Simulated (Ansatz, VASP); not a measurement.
# TlIn4 in VASP and in Ansatz

Contents of INCAR:

```
PREC = Accurate
ENCUT = 600
EDIFF = 1E-6
ISMEAR = 0
SIGMA = 0.1
LREAL = F
LASPH = T
NELM = 100
ALGO = Normal
ISIF = 3
LWAVE = F
LCHARG = F
GGA = PE
IBRION = 2
NSW = 100
EDIFFG = -0.01
```

KPOINTS

```
Automatic mesh
0
Gamma
  8 8 8
```

Contents of POSCAR:

```
TlIn4
1.0
   -3.5363445204      3.5363445204      3.5363445204
    3.5363445204     -3.5363445204      3.5363445204
    3.5363445204      3.5363445204     -3.5363445204
Tl In
1 4
Direct
    0.0000000000      0.0000000000      0.0000000000
    0.5000000000      0.5000000000      0.5000000000
    0.5000000000      0.0000000000      0.0000000000
    0.0000000000      0.0000000000      0.5000000000
    0.0000000000      0.5000000000      0.0000000000
```

Input for Ansatz:

```yaml
crystal:
  lattice:
    - [-3.5363445204, 3.5363445204, 3.5363445204]
    - [3.5363445204, -3.5363445204, 3.5363445204]
    - [3.5363445204, 3.5363445204, -3.5363445204]
  atoms:
    - { symbol: Tl, position: [0.0, 0.0, 0.0] }
    - { symbol: In, position: [0.5, 0.5, 0.5] }
    - { symbol: In, position: [0.5, 0.0, 0.0] }
    - { symbol: In, position: [0.0, 0.0, 0.5] }
    - { symbol: In, position: [0.0, 0.5, 0.0] }
basis:
  ecutwfc: 420
kpoints:
  mp_grid: { grid: [8, 8, 8] }
hamiltonian:
  xc: pbe
scf:
  occupations: { method: gaussian, width: 0.1 }
output:
  forces: true
  stress: true
  eigenvalues: true
relax:
  adjacent_minimum: "off"
  f_tol: 0.01
  max_steps: 80
  cell: { stress_tol: 0.05 }
```

Change from the starting cell: species swapped into the Hg4Pt type (Im-3m, No. 229).

Alike in both runs: task relaxation of cell and atoms; functional PBE; k mesh 8 × 8 × 8; occupations gaussian, width 0.1 eV; no spin polarisation.

|  | VASP | Ansatz |
| --- | --- | --- |
| version | VASP 6.6.1 | Ansatz 0.2.0 |
| potentials or method | VASP PAW PBE potentials, release 64 (Tl_d, In_d) | scalar-relativistic, plane waves, PAW |
| plane-wave cutoff (eV) | 600 | 420 |
| valence electrons in the cell | 65 | 65 |

|  | VASP | Ansatz | Ansatz less VASP |
| --- | --- | --- | --- |
| gap on the k mesh at the Fermi level, each at its own relaxed structure (eV) | none | none | - |
| relaxed volume (Å³/atom) | 35.29 | 35.29 | +0.002 |
| relaxed cell length with the largest relative difference (Å) | 6.120 | 6.120 | +0.0001 |

A gap of «none» marks a metal or a gap that the smearing closes.

The runs have no spin-orbit coupling, so splittings on Tl are missing.
